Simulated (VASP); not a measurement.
Computed with LDA (Ceperley-Alder, Perdew-Zunger), VASP's LDA PAW potentials (set 64) (plane waves; VASP 6.6.1).

Input for VASP

INCAR:
```
LMAXMIX = 4   ! l cut-off of mixed one-centre charges
IBRION = 2   ! conjugate gradients
ISIF = 3   ! ions, shape and volume
LREAL = .FALSE.
LASPH = .TRUE.   ! aspherical one-centre terms
ALGO = Normal
SYSTEM = Mo3Si
NELM = 100
PREC = Accurate
ENCUT = 500   ! plane-wave cut-off (eV)
SIGMA = 0.1
EDIFF = 1E-6   ! SCF stop (eV)
NSW = 40   ! most ionic steps
PSTRESS = 100   ! kbar
LWAVE = .FALSE.
ISMEAR = 1
LCHARG = .FALSE.
EDIFFG = -0.02   ! ionic stop
```

**KPOINTS**
```
Regular mesh
0
G
  7 7 7
0 0 0
```

POSCAR:
```
Mo3Si
1
    4.8118063794     0.0000000000     0.0000000000
    0.0000000000     4.8118063794     0.0000000000
    0.0000000000     0.0000000000     4.8118063794
Si Mo
2 6
Direct
  0.5000000000   0.5000000000   0.5000000000
  0.0000000000   0.0000000000   0.0000000000
  0.2500000000   0.0000000000   0.5000000000
  0.5000000000   0.2500000000   0.0000000000
  0.5000000000   0.7500000000   0.0000000000
  0.7500000000   0.0000000000   0.5000000000
  0.0000000000   0.5000000000   0.7500000000
  0.0000000000   0.5000000000   0.2500000000
```

POTCAR, in this order: Si Mo_sv (LDA.64 set). Program: vasp_std.

The run wrote:

**OSZICAR**
```
       N       E                     dE             d eps       ncg     rms          rms(c)
DAV:   1     0.117775332428E+04    0.11778E+04   -0.53757E+04  2200   0.168E+03
DAV:   2    -0.337515830342E+02   -0.12115E+04   -0.11852E+04  2291   0.553E+02
DAV:   3    -0.906800715095E+02   -0.56928E+02   -0.55286E+02  2851   0.109E+02
DAV:   4    -0.918694923019E+02   -0.11894E+01   -0.11763E+01  2656   0.130E+01
DAV:   5    -0.918861806886E+02   -0.16688E-01   -0.16649E-01  2578   0.167E+00    0.504E+01
DAV:   6    -0.880601745452E+02    0.38260E+01   -0.13257E+01  2492   0.179E+01    0.144E+01
DAV:   7    -0.877091835959E+02    0.35099E+00   -0.91538E-01  2706   0.448E+00    0.372E+00
DAV:   8    -0.876507462733E+02    0.58437E-01   -0.12476E-01  2505   0.126E+00    0.567E-01
DAV:   9    -0.876497017182E+02    0.10446E-02   -0.64181E-03  2785   0.310E-01    0.316E-01
DAV:  10    -0.876495018806E+02    0.19984E-03   -0.76130E-04  2671   0.180E-01    0.100E-01
DAV:  11    -0.876495104396E+02   -0.85590E-05   -0.17891E-05  2538   0.228E-02    0.253E-02
DAV:  12    -0.876495090140E+02    0.14256E-05   -0.58151E-06  2555   0.144E-02    0.471E-03
DAV:  13    -0.876495090364E+02   -0.22448E-07   -0.16377E-07  1520   0.187E-03
   1 F= -.80695843E+02 E0= -.80695225E+02  d E =-.806958E+02
       N       E                     dE             d eps       ncg     rms          rms(c)
DAV:   1    -0.916774576197E+02   -0.40279E+01   -0.13168E+02  2214   0.799E+01    0.358E+01
DAV:   2    -0.871881931854E+02    0.44893E+01   -0.14229E+01  2214   0.230E+01    0.392E+00
DAV:   3    -0.869631495147E+02    0.22504E+00   -0.15463E+00  2521   0.689E+00    0.533E+00
DAV:   4    -0.869826717510E+02   -0.19522E-01   -0.34829E-01  2324   0.167E+00    0.799E-01
DAV:   5    -0.869747852001E+02    0.78866E-02   -0.35718E-02  2426   0.108E+00    0.595E-01
DAV:   6    -0.869720696952E+02    0.27155E-02   -0.12390E-02  2524   0.352E-01    0.148E-01
DAV:   7    -0.869717917318E+02    0.27796E-03   -0.32279E-03  2598   0.226E-01    0.406E-02
DAV:   8    -0.869717906728E+02    0.10590E-05   -0.47939E-05  2495   0.320E-02    0.304E-02
DAV:   9    -0.869717881078E+02    0.25650E-05   -0.59987E-06  2070   0.738E-03    0.138E-02
DAV:  10    -0.869717877194E+02    0.38837E-06   -0.34655E-06  1951   0.651E-03
   2 F= -.80455038E+02 E0= -.80454892E+02  d E =0.240804E+00
       N       E                     dE             d eps       ncg     rms          rms(c)
DAV:   1    -0.902950746097E+02   -0.33233E+01   -0.76626E+01  2228   0.620E+01    0.204E+01
DAV:   2    -0.876481388755E+02    0.26469E+01   -0.94165E+00  2228   0.179E+01    0.366E+00
DAV:   3    -0.875598480580E+02    0.88291E-01   -0.87284E-01  2551   0.512E+00    0.232E+00
DAV:   4    -0.875621545204E+02   -0.23065E-02   -0.76202E-02  2380   0.876E-01    0.870E-01
DAV:   5    -0.875668528424E+02   -0.46983E-02   -0.21416E-02  2412   0.866E-01    0.818E-01
DAV:   6    -0.875683182715E+02   -0.14654E-02   -0.17451E-03  2599   0.203E-01    0.906E-02
DAV:   7    -0.875683146645E+02    0.36070E-05   -0.91982E-05  2528   0.493E-02    0.322E-02
DAV:   8    -0.875683111247E+02    0.35397E-05   -0.87134E-06  2101   0.100E-02    0.100E-02
DAV:   9    -0.875683107271E+02    0.39766E-06   -0.20668E-06  1714   0.662E-03
   3 F= -.80724956E+02 E0= -.80724280E+02  d E =-.291137E-01
```

File OUTCAR:
```
------------------------ aborting loop because EDIFF is reached ----------------------------------------
  FORCE on cell =-STRESS in cart. coord.  units (eV):
  Direction    XX          YY          ZZ          XY          YZ          ZX
  --------------------------------------------------------------------------------------
  Total        6.7658389      6.7658389      6.7658389      0.0000000      0.0000000      0.0000000
  in kB       98.8672879     98.8672879     98.8672879      0.0000000      0.0000000      0.0000000
  external PRESSURE =      -1.1327121 kB  Pullay stress =     100.0000000 kB
  volume of cell :      109.64
      direct lattice vectors                 reciprocal lattice vectors
     4.786226023  0.000000000  0.000000000     0.208932883  0.000000000 -0.000000000
    -0.000000000  4.786226023  0.000000000    -0.000000000  0.208932883  0.000000000
     0.000000000 -0.000000000  4.786226023    -0.000000000 -0.000000000  0.208932883
 POSITION                                       TOTAL-FORCE (eV/Angst)
 -----------------------------------------------------------------------------------
      2.39311      2.39311      2.39311         0.000000      0.000000      0.000000
     -0.00000      0.00000      0.00000         0.000000      0.000000      0.000000
      1.19656     -0.00000      2.39311         0.000000      0.000000     -0.000000
      2.39311      1.19656      0.00000        -0.000000     -0.000000      0.000000
      2.39311      3.58967      0.00000         0.000000      0.000000     -0.000000
      3.58967      0.00000      2.39311        -0.000000     -0.000000     -0.000000
     -0.00000      2.39311      3.58967         0.000000     -0.000000      0.000000
     -0.00000      2.39311      1.19656         0.000000     -0.000000     -0.000000
 -----------------------------------------------------------------------------------
    total drift:                                0.000000      0.000000     -0.000000
  FREE ENERGIE OF THE ION-ELECTRON SYSTEM (eV)
  ---------------------------------------------------
  free  energy   TOTEN  =       -87.5683107271 eV

  energy  without entropy=      -87.5662829093  energy(sigma->0) =      -87.56763479
  enthalpy is  TOTEN    =       -80.7249563720 eV   P V=        6.8433543550

 reached required accuracy - stopping structural energy minimisation
```
(Selected blocks of OUTCAR.)

**CONTCAR**
```
Mo3Si
   1.00000000000000
     4.7862260228257281    0.0000000000000000    0.0000000000000000
    -0.0000000000000000    4.7862260228257281    0.0000000000000000
     0.0000000000000000   -0.0000000000000000    4.7862260228257281
  Si              Mo
     2     6
Direct
     0.5000000000000000    0.5000000000000000    0.5000000000000000
     0.0000000000000000    0.0000000000000000    0.0000000000000000
     0.2500000000000000    0.0000000000000000    0.5000000000000000
     0.5000000000000000    0.2500000000000000    0.0000000000000000
     0.5000000000000000    0.7500000000000000    0.0000000000000000
     0.7500000000000000    0.0000000000000000    0.5000000000000000
     0.0000000000000000    0.5000000000000000    0.7500000000000000
     0.0000000000000000    0.5000000000000000    0.2500000000000000
```

File OUTCAR:
```
 val. band max:       13.6781534204   @ k =   0.4286   0.2857   0.1429

 cond. band min:      13.7300374088   @ k =   0.2857   0.0000   0.0000


 Fermi energy:        13.6828623057

 k-point     1 :       0.0000    0.0000    0.0000
  band No.  band energies     occupation
      1     -47.2679      2.00000
      2     -47.1119      2.00000
      3     -47.1119      2.00000
      4     -46.6946      2.00000
      5     -46.6946      2.00000
      6     -46.6946      2.00000
      7     -22.9363      2.00000
      8     -22.9363      2.00000
      9     -22.6861      2.00000
     10     -21.7472      2.00000
     11     -21.7472      2.00000
     12     -21.7472      2.00000
     13     -21.1283      2.00000
     14     -21.1283      2.00000
     15     -21.1283      2.00000
     16     -21.0846      2.00000
     17     -21.0846      2.00000
     18     -21.0846      2.00000
     19     -20.9292      2.00000
     20     -20.9292      2.00000
     21     -20.9292      2.00000
     22     -20.0642      2.00000
     23     -20.0642      2.00000
     24     -20.0642      2.00000
     25       2.8588      2.00000
     26       4.4784      2.00000
     27       7.8996      2.00000
     28       7.8996      2.00000
     29       7.8996      2.00000
     30       8.4167      2.00000
     31       8.4167      2.00000
     32       8.4167      2.00000
     33       8.7954      2.00000
     34       8.7954      2.00000
     35       9.2374      2.00000
     36      10.4022      2.00000
     37      10.6437      2.00000
     38      10.6437      2.00000
     39      10.6437      2.00000
     40      11.3390      2.00000
     41      11.3390      2.00000
     42      11.3390      2.00000
     43      11.9973      2.00000
     44      11.9973      2.00000
     45      15.0403     -0.00000
     46      15.0403     -0.00000
     47      15.0403     -0.00000
     48      16.0515      0.00000
     49      16.2865      0.00000
     50      16.2865      0.00000
     51      16.5431      0.00000
...
```

The compound is Mo3Si in the A15 structure. This run relaxes it under an external pressure of 10 GPa. Symmetry was kept, so distortions that lower it aren't found.
